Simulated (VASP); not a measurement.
A convergence study with VASP on GaAs (zinc blende): a few settings are varied, all else stays as given below, so the limit is that of these other settings.

```yaml
crystal:
  lattice:
    - [0.00000, 2.82500, 2.82500]
    - [2.82500, 0.00000, 2.82500]
    - [2.82500, 2.82500, 0.00000]
  atoms:
    - { symbol: Ga, position: [0.00000, 0.00000, 0.00000] }
    - { symbol: As, position: [0.25000, 0.25000, 0.25000] }
```

Calculation: PBE GGA, VASP's PBE PAW potentials (set 64) (plane waves; VASP). The last row used: 550 eV cut-off, 15×15×15 Γ-centred mesh, second-order Methfessel-Paxton smearing of 0.40 eV, potentials Ga_d As.

Gaps are read on the run's mesh, which can miss a band edge.

```
setting                                   E (eV/atom)  pressure (GPa)  gap on the mesh (eV)  irreducible k-points
----------------------------------------  -----------  --------------  --------------------  --------------------
ISMEAR = -1, SIGMA = 0.01, 4×4×4 mesh         -4.0355            3.89                 0.524                     8
ISMEAR = -1, SIGMA = 0.2, 4×4×4 mesh          -4.0336            4.21                 0.526                     8
ISMEAR = 0, SIGMA = 0.01, 4×4×4 mesh          -4.0355            3.89                 0.524                     8
ISMEAR = 0, SIGMA = 0.2, 4×4×4 mesh           -4.0353            3.93                 0.524                     8
ISMEAR = 1, SIGMA = 0.01, 4×4×4 mesh          -4.0355            3.89                 0.524                     8
ISMEAR = 1, SIGMA = 0.2, 4×4×4 mesh           -4.0354            3.87                 0.524                     8
ISMEAR = 2, SIGMA = 0.01, 4×4×4 mesh          -4.0355            3.89                 0.524                     8
ISMEAR = 2, SIGMA = 0.2, 4×4×4 mesh           -4.0353            3.89                 0.524                     8
ISMEAR = -1, SIGMA = 0.05, 9×9×9 mesh         -4.1238            3.62                 0.535                    35
ISMEAR = -1, SIGMA = 0.2, 9×9×9 mesh          -4.1229            3.68                 0.536                    35
ISMEAR = 0, SIGMA = 0.05, 9×9×9 mesh          -4.1238            3.62                 0.535                    35
ISMEAR = 0, SIGMA = 0.2, 9×9×9 mesh           -4.1238            3.63                 0.535                    35
ISMEAR = 1, SIGMA = 0.05, 9×9×9 mesh          -4.1238            3.62                 0.535                    35
ISMEAR = 1, SIGMA = 0.2, 9×9×9 mesh           -4.1239            3.62                 0.535                    35
ISMEAR = 2, SIGMA = 0.05, 9×9×9 mesh          -4.1238            3.62                 0.535                    35
ISMEAR = 2, SIGMA = 0.2, 9×9×9 mesh           -4.1239            3.62                 0.535                    35
ISMEAR = -1, SIGMA = 0.05, 15×15×15 mesh      -4.1250            3.64                 0.536                   120
ISMEAR = -1, SIGMA = 0.4, 15×15×15 mesh       -4.1089            3.98                 0.539                   120
ISMEAR = 0, SIGMA = 0.05, 15×15×15 mesh       -4.1250            3.64                 0.536                   120
ISMEAR = 0, SIGMA = 0.4, 15×15×15 mesh        -4.1249            3.65                 0.536                   120
ISMEAR = 1, SIGMA = 0.05, 15×15×15 mesh       -4.1250            3.64                 0.536                   120
ISMEAR = 1, SIGMA = 0.4, 15×15×15 mesh        -4.1250            3.63                 0.536                   120
ISMEAR = 2, SIGMA = 0.05, 15×15×15 mesh       -4.1250            3.64                 0.536                   120
ISMEAR = 2, SIGMA = 0.4, 15×15×15 mesh        -4.1250            3.64                 0.536                   120
```

Left out are rungs that failed or repeat a setting and relaxations that didn't move; long series are thinned to 24 rows.

The compound is GaAs in the zinc blende structure. The cell was not relaxed at this level.
